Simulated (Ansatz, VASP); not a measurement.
# AlBiS3 in two plane-wave programs, part 2 of 3

Aim: how closely do two programs agree when they are given the same cell, functional and k mesh? The cell is generated by rule, not measured, and may not be a known phase. The cell is taken from a series of runs on this material, whose earlier steps may have relaxed, scaled, displaced or heated it; both programs get it as it stands.

VASP 6.6.1 and Ansatz 0.2.0.

So far: Set-up; Ansatz: zone-centre phonons, LDA.

**3. VASP: zone-centre phonons, LDA**

Level of this step: LDA; plane waves and PAW (Bi_d, Al, S); invented cell (VASP).

The same cell, functional (in two slightly different forms), mesh and smearing now go to VASP, with its own data sets.

Lines of VASP's logs that name or quote its potential files are left out, and so is its time.

The input, INCAR:

```
SYSTEM = AlBiS3
PREC = Accurate
ENCUT = 500
EDIFF = 1E-08
NELM = 120
ISMEAR = 0
SIGMA = 0.27211
LREAL = .FALSE.
ALGO = Normal
GGA = CA
NBANDS = 24
LORBIT = 11
LWAVE = .FALSE.
LCHARG = .FALSE.
ISIF = 2
IBRION = 8
LASPH = .TRUE.
GGA_COMPAT = .FALSE.
KPAR = 2
```

The input, POSCAR:

```
AlBiS3
1.0
    4.5690303556      0.0000000000      0.0000000000
    0.0000000000      4.5690303556      0.0000000000
    0.0000000000      0.0000000000      4.5690303556
Bi Al S
1 1 3
Direct
    0.0000000000      0.0000000000      0.0000000000
    0.5000000000      0.5000000000      0.5000000000
    0.5000000000      0.5000000000      0.0000000000
    0.5000000000      0.0000000000      0.5000000000
    0.0000000000      0.5000000000      0.5000000000
```

The input, KPOINTS:

```
Automatic mesh
0
Gamma
6 6 6
0 0 0
```

Potentials, in the order of the species: Bi_d, Al and S (LDA family, release 64).

The run is started by

```sh
> mpirun -np 2 vasp_std
```

Log:

```text
[banner, memory and clock lines left out]
running    2 mpi-ranks, on    1 nodes
 distrk:  each k-point on    1 cores,    2 groups
 distr:  one band on    1 cores,    1 groups

 POSCAR found type information on POSCAR BiAlS
 POSCAR found :  3 types and       5 ions
 LDA part: xc-table for (Slater(with rela. corr.)+CA(PZ))
 , standard interpolation
 POSCAR, INCAR and KPOINTS ok, starting setup
 FFT: planning ... GRIDC
 FFT: planning ... GRID_SOFT
 FFT: planning ... GRID
 WAVECAR not read
 entering main loop
       N       E                     dE             d eps       ncg     rms          rms(c)
DAV:   1     0.286530475402E+03    0.28653E+03   -0.16322E+04   960   0.144E+03
DAV:   2     0.484862762219E+01   -0.28168E+03   -0.27282E+03  1032   0.367E+02
DAV:   3    -0.258178747563E+02   -0.30667E+02   -0.29272E+02  1272   0.117E+02
DAV:   4    -0.268649590790E+02   -0.10471E+01   -0.10454E+01  1096   0.241E+01
DAV:   5    -0.269045276280E+02   -0.39569E-01   -0.39565E-01  1472   0.466E+00    0.107E+01
DAV:   6    -0.247230297906E+02    0.21815E+01   -0.39493E+00  1208   0.123E+01    0.731E+00
DAV:   7    -0.247022492030E+02    0.20781E-01   -0.44927E-01  1168   0.316E+00    0.438E+00
DAV:   8    -0.246962679966E+02    0.59812E-02   -0.12390E-01  1216   0.266E+00    0.925E-01
DAV:   9    -0.246841983117E+02    0.12070E-01   -0.44180E-02  1208   0.151E+00    0.185E-01
DAV:  10    -0.246837112853E+02    0.48703E-03   -0.36609E-03  1112   0.366E-01    0.121E-01
DAV:  11    -0.246837224667E+02   -0.11181E-04   -0.30317E-04  1248   0.930E-02    0.299E-02
DAV:  12    -0.246837062329E+02    0.16234E-04   -0.43629E-05  1240   0.370E-02    0.109E-02
DAV:  13    -0.246837067656E+02   -0.53273E-06   -0.65432E-06  1184   0.167E-02    0.250E-03
DAV:  14    -0.246837067425E+02    0.23103E-07   -0.40559E-07  1232   0.419E-03    0.118E-03
DAV:  15    -0.246837067436E+02   -0.10223E-08   -0.63524E-08  1264   0.160E-03
   1 F= -.24683707E+02 E0= -.24643764E+02  d E =-.798862E-01
 Linear response reoptimize wavefunctions to high precision
DAV:   1    -0.246837067437E+02   -0.15007E-09   -0.22417E-09   824   0.370E-04
DAV:   2    -0.246837067437E+02    0.31378E-10   -0.30776E-10   664   0.139E-04
 Linear response DOF=           4
 Linear response progress:
  Degree of freedom:   1/  4
       N       E                     dE             d eps       ncg     rms          rms(c)
RMM:   1    -0.335506932198E+00   -0.33551E+00    0.15753E-01  2475   0.839E+00
RMM:   2    -0.341931194565E+00   -0.64243E-02   -0.17828E-02  3078   0.797E-01    0.663E-02
RMM:   3    -0.341576291045E+00    0.35490E-03   -0.12158E-03  3424   0.217E-01    0.435E-02
RMM:   4    -0.340968145653E+00    0.60815E-03   -0.11409E-04  3550   0.688E-02    0.504E-03
RMM:   5    -0.340990470513E+00   -0.22325E-04   -0.16350E-05  3694   0.236E-02    0.334E-03
RMM:   6    -0.341021365753E+00   -0.30895E-04   -0.52425E-06  3912   0.107E-02    0.105E-03
RMM:   7    -0.341021560810E+00   -0.19506E-06   -0.13666E-06  3843   0.463E-03    0.686E-04
RMM:   8    -0.341030176511E+00   -0.86157E-05    0.25970E-07  3978   0.220E-03    0.145E-04
RMM:   9    -0.341029962593E+00    0.21392E-06    0.55830E-08  3822   0.116E-03    0.538E-05
RMM:  10    -0.341030473995E+00   -0.51140E-06    0.28524E-07  4002   0.544E-04    0.221E-05
RMM:  11    -0.341030715001E+00   -0.24101E-06   -0.11460E-09  4002   0.296E-04    0.857E-06
RMM:  12    -0.341030900808E+00   -0.18581E-06    0.24527E-08  4036   0.164E-04    0.358E-06
RMM:  13    -0.341030873277E+00    0.27531E-07   -0.10349E-08  4080   0.101E-04    0.157E-06
RMM:  14    -0.341030883959E+00   -0.10682E-07    0.42016E-09  3985   0.663E-05    0.737E-07
RMM:  15    -0.341030902564E+00   -0.18606E-07    0.36749E-09  3756   0.497E-05    0.595E-07
RMM:  16    -0.341030917496E+00   -0.14932E-07   -0.19771E-09  3689   0.418E-05    0.178E-07
RMM:  17    -0.341030918133E+00   -0.63671E-09   -0.97780E-10  3005   0.368E-05    0.134E-07
 first order change of Fermi-energy   0.10160E-03
 force on displaced ion       1 direction 1 :   3.894   0.000  -0.000
 Linear response progress:
  Degree of freedom:   2/  4
       N       E                     dE             d eps       ncg     rms          rms(c)
RMM:   1    -0.104940173128E-01   -0.10494E-01    0.26103E-02  4148   0.618E-01
RMM:   2    -0.965039469239E-02    0.84362E-03   -0.11484E-03  3483   0.159E-01    0.176E-01
RMM:   3    -0.937625493009E-02    0.27414E-03   -0.80205E-04  3293   0.952E-02    0.894E-02
RMM:   4    -0.942548367403E-02   -0.49229E-04   -0.34826E-04  3664   0.579E-02    0.225E-02
RMM:   5    -0.939545431141E-02    0.30029E-04   -0.32147E-05  3542   0.240E-02    0.639E-03
RMM:   6    -0.940938586817E-02   -0.13932E-04   -0.60896E-06  3443   0.107E-02    0.160E-03
RMM:   7    -0.940447483925E-02    0.49110E-05   -0.48784E-07  3738   0.407E-03    0.589E-04
RMM:   8    -0.940387446807E-02    0.60037E-06   -0.13566E-07  3811   0.136E-03    0.337E-04
RMM:   9    -0.940419586184E-02   -0.32139E-06   -0.98383E-08  3822   0.523E-04    0.703E-05
RMM:  10    -0.940413488191E-02    0.60980E-07    0.74734E-08  3822   0.158E-04    0.284E-05
RMM:  11    -0.940411206043E-02    0.22821E-07   -0.23209E-08  4050   0.604E-05    0.127E-05
RMM:  12    -0.940411137372E-02    0.68671E-09   -0.18685E-08  3770   0.275E-05    0.252E-06
 first order change of Fermi-energy   0.44629E-04
 force on displaced ion       2 direction 1 :  -8.821   0.000   0.000
 Linear response progress:
  Degree of freedom:   3/  4
       N       E                     dE             d eps       ncg     rms          rms(c)
RMM:   1    -0.112921014970E+00   -0.11292E+00   -0.54273E-03  6412   0.147E+00
RMM:   2    -0.110444845637E+00    0.24762E-02   -0.43155E-03  5580   0.332E-01    0.670E-02
RMM:   3    -0.110844264943E+00   -0.39942E-03   -0.46657E-04  5529   0.118E-01    0.297E-02
RMM:   4    -0.111188470557E+00   -0.34421E-03   -0.12837E-04  5573   0.588E-02    0.164E-02
RMM:   5    -0.111201217731E+00   -0.12747E-04   -0.10701E-05  5991   0.197E-02    0.654E-03
RMM:   6    -0.111214061598E+00   -0.12844E-04   -0.11650E-06  5944   0.646E-03    0.429E-03
RMM:   7    -0.111215880420E+00   -0.18188E-05   -0.62039E-07  6305   0.211E-03    0.419E-04
RMM:   8    -0.111217138967E+00   -0.12585E-05    0.81310E-07  6113   0.637E-04    0.293E-04
RMM:   9    -0.111218080386E+00   -0.94142E-06    0.10497E-06  6012   0.323E-04    0.488E-05
RMM:  10    -0.111218037443E+00    0.42943E-07    0.20271E-06  6460   0.123E-04    0.208E-05
RMM:  11    -0.111217988842E+00    0.48602E-07    0.75485E-08  6547   0.529E-05    0.656E-06
RMM:  12    -0.111218008763E+00   -0.19922E-07    0.61964E-09  6601   0.323E-05    0.204E-06
RMM:  13    -0.111217998890E+00    0.98730E-08    0.30533E-08  5633   0.251E-05    0.989E-07
 first order change of Fermi-energy  -0.10924E-03
 force on displaced ion       3 direction 1 :   2.030   0.000   0.000
 Linear response progress:
  Degree of freedom:   4/  4
       N       E                     dE             d eps       ncg     rms          rms(c)
RMM:   1    -0.122116582761E+00   -0.12212E+00    0.16540E-02  3853   0.154E+00
RMM:   2    -0.116316528673E+00    0.58001E-02   -0.59241E-03  3418   0.360E-01    0.231E-01
RMM:   3    -0.116568723218E+00   -0.25219E-03   -0.11405E-03  3375   0.147E-01    0.974E-02
RMM:   4    -0.117036412635E+00   -0.46769E-03   -0.39272E-04  3572   0.764E-02    0.200E-02
RMM:   5    -0.117015470094E+00    0.20943E-04   -0.54941E-05  3625   0.381E-02    0.116E-02
RMM:   6    -0.117026584461E+00   -0.11114E-04   -0.34352E-06  3574   0.113E-02    0.967E-03
RMM:   7    -0.117045764593E+00   -0.19180E-04   -0.15155E-06  3787   0.583E-03    0.231E-03
RMM:   8    -0.117048948020E+00   -0.31834E-05   -0.19723E-07  3666   0.204E-03    0.839E-04
RMM:   9    -0.117051820186E+00   -0.28722E-05   -0.10675E-07  3561   0.757E-04    0.373E-04
RMM:  10    -0.117051986581E+00   -0.16639E-06    0.15147E-06  4022   0.289E-04    0.696E-05
RMM:  11    -0.117051793713E+00    0.19287E-06    0.10909E-07  4070   0.111E-04    0.343E-05
RMM:  12    -0.117051752962E+00    0.40752E-07   -0.33791E-07  4085   0.582E-05    0.105E-05
RMM:  13    -0.117051769200E+00   -0.16238E-07   -0.19573E-07  3924   0.359E-05    0.284E-06
RMM:  14    -0.117051760522E+00    0.86779E-08   -0.35734E-08  3557   0.281E-05    0.696E-07
 first order change of Fermi-energy  -0.12088E-03
 force on displaced ion       3 direction 3 :   0.000   0.000 -16.044
 Linear response finished
```

(Part 2 of 3 ends here.)

[Lines on the potential files, build, host, timing and source positions are cut from VASP's logs without a mark.]

[Logs are printed without paths, hosts, clocks, repeated set-up lines and the standing remarks that a program may print on its own settings, such as how far it seeks lower states.]

[Hosts, paths, dates, database ids (printed as entryN), source tags and the programs' standing remarks are cut or masked in the printed files.]
